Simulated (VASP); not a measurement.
Input:

```yaml
crystal:
  lattice:
    - [0.00000, 2.76593, 2.76593]
    - [2.76593, 0.00000, 2.76593]
    - [2.76593, 2.76593, 0.00000]
  atoms:
    - { symbol: Al, position: [0.00000, 0.00000, 0.00000] }
    - { symbol: P, position: [0.25000, 0.25000, 0.25000] }
```

Method: G0W0 on PBE orbitals, VASP's PBE PAW potentials (set 64) (plane waves; VASP). Settings: PREC = Normal, 350 eV cut-off, 4×4×4 Γ-centred mesh, Gaussian smearing of 0.010 eV, potentials Al_GW P_GW.

The mesh is coarse and the basis finite, so the quasiparticle values are not converged.

NBANDS = 160, ENCUTGW = 200 eV, NOMEGA = 64. The PBE levels (eV) that the step starts from are:

| state | KS energy | filling |
|---|---|---|
| k1 (0.00, 0.00, 0.00), band 1 | -7.71 | 2 |
| k1 (0.00, 0.00, 0.00), band 2 | 3.58 | 2 |
| k1 (0.00, 0.00, 0.00), band 3 | 3.58 | 2 |
| k1 (0.00, 0.00, 0.00), band 4 | 3.58 | 2 |
| k1 (0.00, 0.00, 0.00), band 5 | 6.54 | 0 |
| k1 (0.00, 0.00, 0.00), band 6 | 8.06 | 0 |
| k1 (0.00, 0.00, 0.00), band 7 | 8.06 | 0 |
| k1 (0.00, 0.00, 0.00), band 8 | 8.06 | 0 |
| k2 (0.25, 0.00, 0.00), band 1 | -7.09 | 2 |
| k2 (0.25, 0.00, 0.00), band 2 | 0.46 | 2 |
| k2 (0.25, 0.00, 0.00), band 3 | 3.15 | 2 |
| k2 (0.25, 0.00, 0.00), band 4 | 3.15 | 2 |
| k2 (0.25, 0.00, 0.00), band 5 | 6.73 | 0 |
| k2 (0.25, 0.00, 0.00), band 6 | 8.64 | 0 |
| k2 (0.25, 0.00, 0.00), band 7 | 8.64 | 0 |
| k2 (0.25, 0.00, 0.00), band 8 | 10.25 | 0 |
| k7 (0.50, 0.50, 0.00), band 1 | -5.50 | 2 |
| k7 (0.50, 0.50, 0.00), band 2 | -1.62 | 2 |
| k7 (0.50, 0.50, 0.00), band 3 | 1.54 | 2 |
| k7 (0.50, 0.50, 0.00), band 4 | 1.54 | 2 |
| k7 (0.50, 0.50, 0.00), band 5 | 5.21 | 0 |
| k7 (0.50, 0.50, 0.00), band 6 | 6.04 | 0 |
| k7 (0.50, 0.50, 0.00), band 7 | 14.29 | 0 |
| k7 (0.50, 0.50, 0.00), band 8 | 14.29 | 0 |

Q: Give the quasiparticle energies and renormalisation factors Z.

A: 
```tsv
state	QP energy (eV)	Z
k1 (0.00, 0.00, 0.00), band 1	-8.33	0.66
k1 (0.00, 0.00, 0.00), band 2	2.87	0.75
k1 (0.00, 0.00, 0.00), band 3	2.87	0.75
k1 (0.00, 0.00, 0.00), band 4	2.87	0.75
k1 (0.00, 0.00, 0.00), band 5	6.77	0.77
k1 (0.00, 0.00, 0.00), band 6	8.34	0.76
k1 (0.00, 0.00, 0.00), band 7	8.34	0.76
k1 (0.00, 0.00, 0.00), band 8	8.34	0.76
k2 (0.25, 0.00, 0.00), band 1	-7.70	0.70
k2 (0.25, 0.00, 0.00), band 2	-0.28	0.73
k2 (0.25, 0.00, 0.00), band 3	2.43	0.75
k2 (0.25, 0.00, 0.00), band 4	2.43	0.75
k2 (0.25, 0.00, 0.00), band 5	6.96	0.77
k2 (0.25, 0.00, 0.00), band 6	8.91	0.75
k2 (0.25, 0.00, 0.00), band 7	8.91	0.75
k2 (0.25, 0.00, 0.00), band 8	10.44	0.74
k7 (0.50, 0.50, 0.00), band 1	-6.02	0.69
k7 (0.50, 0.50, 0.00), band 2	-2.35	0.69
k7 (0.50, 0.50, 0.00), band 3	0.76	0.74
k7 (0.50, 0.50, 0.00), band 4	0.76	0.74
k7 (0.50, 0.50, 0.00), band 5	5.24	0.78
k7 (0.50, 0.50, 0.00), band 6	6.21	0.78
k7 (0.50, 0.50, 0.00), band 7	14.43	0.71
k7 (0.50, 0.50, 0.00), band 8	14.43	0.71
```
On the mesh the gap opens from 1.63 to 2.37 eV.

The compound is AlP in the zinc blende structure. This cell is one point of a volume scan, at 1.04 of the reference volume. The k-mesh is coarse (spacing up to 0.49 per Å, 2π included), so the numbers may not be converged in it.
